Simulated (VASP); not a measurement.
OSZICAR of a VASP run on SbRu (space group Pm-3m):

File OSZICAR:
```
       N       E                     dE             d eps       ncg     rms          rms(c)
DAV:   1     0.650055560047E+02    0.65006E+02   -0.79351E+03   332   0.847E+02
DAV:   2    -0.115465411465E+02   -0.76552E+02   -0.74594E+02   295   0.240E+02
DAV:   3    -0.132799915508E+02   -0.17335E+01   -0.17044E+01   300   0.366E+01
DAV:   4    -0.133025447878E+02   -0.22553E-01   -0.22546E-01   349   0.451E+00
DAV:   5    -0.133029047800E+02   -0.35999E-03   -0.35999E-03   280   0.529E-01    0.810E+00
DAV:   6    -0.131444784804E+02    0.15843E+00   -0.13059E+00   270   0.121E+01    0.317E+00
DAV:   7    -0.130734258221E+02    0.71053E-01   -0.25976E-01   260   0.518E+00    0.257E+00
DAV:   8    -0.130558944984E+02    0.17531E-01   -0.63538E-02   275   0.234E+00    0.239E-01
DAV:   9    -0.130556728900E+02    0.22161E-03   -0.75090E-04   295   0.212E-01    0.183E-01
DAV:  10    -0.130555667419E+02    0.10615E-03   -0.23134E-04   280   0.172E-01    0.292E-02
DAV:  11    -0.130555648604E+02    0.18815E-05   -0.26030E-05   305   0.477E-02    0.961E-03
DAV:  12    -0.130555633239E+02    0.15365E-05   -0.13279E-06   180   0.105E-02    0.162E-03
DAV:  13    -0.130555632245E+02    0.99445E-07   -0.13034E-07   135   0.361E-03
   1 F= -.13055563E+02 E0= -.13042034E+02  d E =-.270583E-01
```

Task: Which electronic solver shows in the log?

Result: It is blocked Davidson (ALGO = Normal, or the opening steps of other solvers). The INCAR had ALGO = Normal.

Task: Can the final energy be trusted as converged?

Result: Self-consistency was reached. It stopped with EDIFF = 1E-6, NELM = 100 (PBE GGA, plane waves, VASP's PBE PAW potentials (set 64)).

The structure was generated: SbRu was put into an ordered model structure, which need not be its known phase. The cell was not relaxed at this level. The k-mesh is coarse (spacing up to 0.38 per Å, 2π included), so the numbers may not be converged in it. The electron count is odd and the run is not spin-polarised, which forces a metal.
